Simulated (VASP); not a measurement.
# LuTiO (P4/nmm) in VASP: notebook, part 2 of 2

VASP 6.6.1.

### 3 Single point, r2SCAN+U

This run uses another cell than the first one, of 25.00 Å³/atom, 1.717 times its volume.

Contents of POSCAR:

```
LuTiO
1.0
    3.7348242971      0.0000000000      0.0000000000
    0.0000000000      3.7348242971      0.0000000000
    0.0000000000      0.0000000000     10.7517508257
Lu Ti O
2 2 2
Direct
    0.7500000000      0.7500000000      0.3989738609
    0.2500000000      0.2500000000      0.6010261391
    0.2500000000      0.2500000000      0.1320335586
    0.7500000000      0.7500000000      0.8679664414
    0.7500000000      0.2500000000      0.5000000000
    0.2500000000      0.7500000000      0.5000000000
```

Contents of INCAR.step1:

```
SYSTEM = LuTiO
PREC = Accurate
ENCUT = 520
ISMEAR = -1
SIGMA = 0.1
LREAL = .FALSE.
LASPH = .TRUE.
NELM = 150
LMAXMIX = 4
LDAU = .TRUE.
LDAUTYPE = 2
LDAUL = -1 2 -1
LDAUU = 0 8 0
LDAUJ = 0 0 0
NBANDS = 52
GGA = PE
ALGO = Normal
EDIFF = 1E-4
LWAVE = .TRUE.
LCHARG = .FALSE.
```

Contents of INCAR.step2:

```
SYSTEM = LuTiO
PREC = Accurate
ENCUT = 520
EDIFF = 1E-7
ISMEAR = -1
SIGMA = 0.1
LREAL = .FALSE.
LASPH = .TRUE.
NELM = 150
ALGO = Normal
ISIF = 2
LWAVE = .FALSE.
LCHARG = .FALSE.
LMAXMIX = 4
LDAU = .TRUE.
LDAUTYPE = 2
LDAUL = -1 2 -1
LDAUU = 0 8 0
LDAUJ = 0 0 0
LDAUPRINT = 1
METAGGA = R2SCAN
LMIXTAU = .TRUE.
NBANDS = 52
ISTART = 1
```

Contents of KPOINTS:

```
regular mesh
0
G
  5 5 3
  0 0 0
```

Potentials or basis: VASP PAW PBE potentials, release 64 (Lu, Ti_sv, O).

Launch:

```sh
> cat potpaw_PBE.64/Lu/POTCAR potpaw_PBE.64/Ti_sv/POTCAR potpaw_PBE.64/O/POTCAR > POTCAR
> cp INCAR.step1 INCAR
> mpirun -np 1 vasp_std > vasp.out
> cp INCAR.step2 INCAR
> mpirun -np 1 vasp_std > vasp.out
```

OUTCAR:

```text
SYSTEM = LuTiO
   PREC = Accurate
   ENCUT = 520
   EDIFF = 1E-7
   ISMEAR = -1
   LREAL = .FALSE.
   LASPH = .TRUE.
   NELM = 150
   ISIF = 2
   METAGGA = R2SCAN
   ISTART = 1

 ion  position               nearest neighbor table
   1  0.750  0.750  0.399-   5 2.16   6 2.16   5 2.16   6 2.16   2 3.42   2 3.42   2 3.42   2 3.42

   2  0.250  0.250  0.601-   5 2.16   6 2.16   6 2.16   5 2.16   1 3.42   1 3.42   1 3.42   1 3.42

   3  0.250  0.250  0.132-
[... 928 lines left out ...]
  -------------------------------------------------------------------------------------
  Total       -5.0201587     -5.0201587     -7.1720955     -0.0000000     -0.0000000      0.0000000
  in kB      -53.6300850    -53.6300850    -76.6191104     -0.0000000     -0.0000000      0.0000000
  external PRESSURE =     -61.2930935 kB  Pullay stress =       0.0000000 kB

 VOLUME and BASIS-vectors are now :
 -----------------------------------------------------------------------------
  energy-cutoff  :      520.00
  volume of cell :      149.98
      direct lattice vectors                 reciprocal lattice vectors
     3.734824297  0.000000000  0.000000000     0.267750213  0.000000000  0.000000000
     0.000000000  3.734824297  0.000000000     0.000000000  0.267750213  0.000000000
     0.000000000  0.000000000 10.751750826     0.000000000  0.000000000  0.093008108

 POSITION                                       TOTAL-FORCE (eV/Angst)
 -----------------------------------------------------------------------------------
      2.80112      2.80112      4.28967         0.000000      0.000000     -0.954093
      0.93371      0.93371      6.46208        -0.000000      0.000000      0.954093
      0.93371      0.93371      1.41959        -0.000000     -0.000000     -0.871873
      2.80112      2.80112      9.33216         0.000000     -0.000000      0.871873
      2.80112      0.93371      5.37588        -0.000000      0.000000      0.000000
      0.93371      2.80112      5.37588         0.000000      0.000000     -0.000000
 -----------------------------------------------------------------------------------
    total drift:                                0.000000      0.000000      0.000000

  FREE ENERGIE OF THE ION-ELECTRON SYSTEM (eV)
  ---------------------------------------------------
  free  energy   TOTEN  =      -111.6019275518 eV

  energy  without entropy=     -111.3900784288  energy(sigma->0) =     -111.49600299
```

OSZICAR.step1:

```text
N       E                     dE             d eps       ncg     rms          rms(c)
DAV:   1     0.967438034304E+03    0.96744E+03   -0.37019E+04  1920   0.473E+03
DAV:   2     0.153850914295E+03   -0.81359E+03   -0.78264E+03  1504   0.906E+02
DAV:   3    -0.190905959661E+02   -0.17294E+03   -0.16960E+03  1492   0.240E+02
DAV:   4    -0.451047218975E+02   -0.26014E+02   -0.25655E+02  1744   0.809E+01
DAV:   5    -0.476583487739E+02   -0.25536E+01   -0.25464E+01  2120   0.203E+01    0.234E+01
DAV:   6    -0.319375293906E+02    0.15721E+02   -0.17068E+02  1980   0.549E+01    0.139E+01
DAV:   7    -0.311704901835E+02    0.76704E+00   -0.46919E+01  1804   0.366E+01    0.828E+00
DAV:   8    -0.308133906678E+02    0.35710E+00   -0.48242E+00  1656   0.151E+01    0.506E+00
DAV:   9    -0.310370560880E+02   -0.22367E+00   -0.31752E+00  1764   0.818E+00    0.355E+00
DAV:  10    -0.310414578427E+02   -0.44018E-02   -0.81544E-01  1776   0.501E+00    0.128E+00
DAV:  11    -0.311705513764E+02   -0.12909E+00   -0.32570E-01  1972   0.264E+00    0.138E+00
DAV:  12    -0.311069897112E+02    0.63562E-01   -0.90302E-02  1764   0.131E+00    0.132E+00
DAV:  13    -0.310083855821E+02    0.98604E-01   -0.39743E-01  1528   0.193E+00    0.944E-01
DAV:  14    -0.310663346659E+02   -0.57949E-01   -0.14824E-01  1796   0.196E+00    0.517E-01
DAV:  15    -0.310511442824E+02    0.15190E-01   -0.18755E-01  1608   0.870E-01    0.315E-01
DAV:  16    -0.310522052820E+02   -0.10610E-02   -0.15184E-02  1640   0.622E-01    0.885E-02
DAV:  17    -0.310521538090E+02    0.51473E-04   -0.46438E-03  1440   0.185E-01    0.409E-02
DAV:  18    -0.310522533180E+02   -0.99509E-04   -0.47118E-04  1228   0.880E-02
   1 F= -.31052253E+02 E0= -.30930435E+02  d E =-.243636E+00
```

Wall time 5.1 min (1 thread of Intel Xeon 6975P-C (Granite Rapids), shared host); peak memory 0.31 GiB.

Results:

```
Free energy            : -111.6019 eV
Pressure               : -6.1 GPa
Largest force          : 0.954 eV/Å
Band gap on the k mesh : none (metal or under the smearing width)
```

Forces on the atoms (eV/Å):
```
Lu   0.000  0.000 -0.954
Lu   0.000  0.000  0.954
Ti   0.000  0.000 -0.872
Ti   0.000  0.000  0.872
O    0.000  0.000  0.000
O    0.000  0.000  0.000
```

Eigenvalues of the final occupation matrices:
| site | spin | trace | eigenvalues |
| --- | --- | --- | --- |
| site 3 d | 1 | 0.70 | 0.01 0.01 0.21 0.23 0.23 |
| site 3 d | 2 | 0.70 | 0.01 0.01 0.21 0.23 0.23 |
| site 4 d | 1 | 0.70 | 0.01 0.01 0.21 0.23 0.23 |
| site 4 d | 2 | 0.70 | 0.01 0.01 0.21 0.23 0.23 |

Caveat: the PAW data sets were made with another functional, which shifts forces and pressure a little; U without spin polarisation on a metal has little footing.

### 4 Single point, r2SCAN

This run uses another cell than the first one, of 18.24 Å³/atom, 1.253 times its volume.

Contents of POSCAR:

```
LuTiO
1.0
    3.7541714254      0.0000000000      0.0000000000
    0.0000000000      3.7541714254      0.0000000000
    0.0000000000      0.0000000000      7.7644556255
Lu Ti O
2 2 2
Direct
    0.7500000000      0.7500000000      0.3609317319
    0.2500000000      0.2500000000      0.6390682681
    0.2500000000      0.2500000000      0.0482431915
    0.7500000000      0.7500000000      0.9517568085
    0.7500000000      0.2500000000      0.5000000000
    0.2500000000      0.7500000000      0.5000000000
```

Contents of INCAR.step1:

```
SYSTEM = LuTiO
PREC     = Accurate       ! precision mode
ENCUT    = 520            ! plane-wave cutoff, eV
ISMEAR   = -1             ! smearing method
SIGMA    = 0.1            ! smearing width, eV
LREAL    = .False.        ! projectors in reciprocal space
LASPH    = .True.         ! aspherical terms in the spheres
NELM     = 80             ! most SCF steps
NBANDS   = 52             ! bands
GGA      = PE             ! functional
ALGO     = Normal         ! electronic algorithm
EDIFF    = 1E-4           ! SCF threshold, eV
LWAVE    = .True.         ! write WAVECAR
LCHARG   = .False.        ! write CHGCAR
```

Contents of INCAR.step2:

```
SYSTEM = LuTiO
PREC     = Accurate       ! precision mode
ENCUT    = 520            ! plane-wave cutoff, eV
EDIFF    = 1E-6           ! SCF threshold, eV
ISMEAR   = -1             ! smearing method
SIGMA    = 0.1            ! smearing width, eV
LREAL    = .False.        ! projectors in reciprocal space
LASPH    = .True.         ! aspherical terms in the spheres
NELM     = 80             ! most SCF steps
ALGO     = Normal         ! electronic algorithm
ISIF     = 2              ! what is computed and relaxed
LWAVE    = .False.        ! write WAVECAR
LCHARG   = .False.        ! write CHGCAR
METAGGA  = R2SCAN         ! meta-GGA
LMIXTAU  = .True.       
NBANDS   = 52             ! bands
ISTART   = 1
```

Contents of KPOINTS:

```
regular mesh
0
Gamma
  5 5 3
  0 0 0
```

Launch:

```sh
> cat potpaw_PBE.64/Lu/POTCAR potpaw_PBE.64/Ti_sv/POTCAR potpaw_PBE.64/O/POTCAR > POTCAR
> cp INCAR.step1 INCAR
> mpirun -np 1 vasp_std > vasp.out
> cp INCAR.step2 INCAR
> mpirun -np 1 vasp_std > vasp.out
```

It took 2.1 min on 1 thread of Intel Xeon 6975P-C (Granite Rapids), shared host; peak memory 0.25 GiB.

The run converged. Its results:

- Free energy: -125.0646 eV
- Pressure: 1.0 GPa
- Largest force: 0.258 eV/Å
- Band gap on the k mesh: none (metal or under the smearing width)

Forces on the atoms (eV/Å):
```
Lu   0.000  0.000 -0.258
Lu   0.000  0.000  0.258
Ti   0.000  0.000  0.012
Ti   0.000  0.000 -0.012
O    0.000  0.000  0.000
O    0.000  0.000  0.000
```

Stress tensor (GPa, compression positive):
```
1.16 0.00 0.00
0.00 1.16 0.00
0.00 0.00 0.77
```

Levels at points of the mesh, in eV from the Fermi level:
| k point | band 39 | band 40 | band 41 | band 42 | band 43 | band 44 | band 45 | band 46 | band 47 | band 48 |
| --- | --- | --- | --- | --- | --- | --- | --- | --- | --- | --- |
| (0.00, 0.00, 0.00) | -3.37 | -1.55 | -1.49 | -0.28 | -0.24 | 0.65 | 0.65 | 1.28 | 1.87 | 1.87 |

Caveat: the PAW data sets were made with another functional, which shifts forces and pressure a little; semilocal functionals often make such compounds metallic where correlation or magnetic order opens a gap, which also shifts bond lengths.

### 5 Overview

| task | level | U | cell | cutoff (eV) | gap on the mesh (eV) | pressure (GPa) | largest force (eV/Å) |
| --- | --- | --- | --- | --- | --- | --- | --- |
| relaxation of cell and atoms | revPBE | - | relaxed | 600 | 0.02 | 0.0 | 0.01 |
| single point | r2SCAN+U | Ti d U = 8.0 eV | P4/nmm, 25.0 Å³/atom | 520 | none | -6.1 | 0.95 |
| single point | r2SCAN | - | P4/nmm, 18.24 Å³/atom | 520 | none | 1.0 | 0.26 |

Alike in all rows: potentials or basis VASP PAW PBE potentials, release 64 (Lu, Ti_sv, O); no spin polarisation; k mesh 5 × 5 × 3; smearing fermi-dirac 0.1 eV.

Caveats: the PAW data sets were made with another functional, which shifts forces and pressure a little; the volume moved by over 15 % at a fixed basis, so the end points are rough (some runs); spin-orbit coupling is left out, which moves the levels of the heavy elements (some runs); an odd mesh through Γ misses points on the zone boundary, where band edges often lie (some runs); U without spin polarisation on a metal has little footing (some runs); semilocal functionals often make such compounds metallic where correlation or magnetic order opens a gap, which also shifts bond lengths (some runs).

Total energies depend on the potentials used, so only differences within one code and one set of settings carry meaning.
